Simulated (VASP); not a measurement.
```
PtS2
1.0
    1.79026    -3.10082     0.00000
    1.79026     3.10082     0.00000
    0.00000     0.00000     6.54325
Pt S
1 2
Cartesian
  0.00000   0.00000   0.00000
  1.79026   1.03361   1.22970
  1.79026  -1.03361   5.31355
```

Method: PW91 GGA, VASP's PBE PAW potentials (set 64) (plane waves; VASP). Run with 520 eV cut-off, Gaussian smearing of 0.050 eV, potentials Pt S.

Without a dispersion term in the relaxation, distances and binding between the weakly bound layers, chains or molecules are unreliable, and so is what depends on them. Unless said otherwise, spin-orbit coupling is left out, though it shifts the bands of the heavy elements here.

### Question
Predict the band gap (along the path) with the smallest direct gap where there is one.

### Answer

```yaml
band gap (along the path): 1.60 eV
smallest direct gap (along the path): 1.77 eV
```

The compound is PtS2 in the 1T layered structure. It was relaxed first, which changed the volume by +33 %.
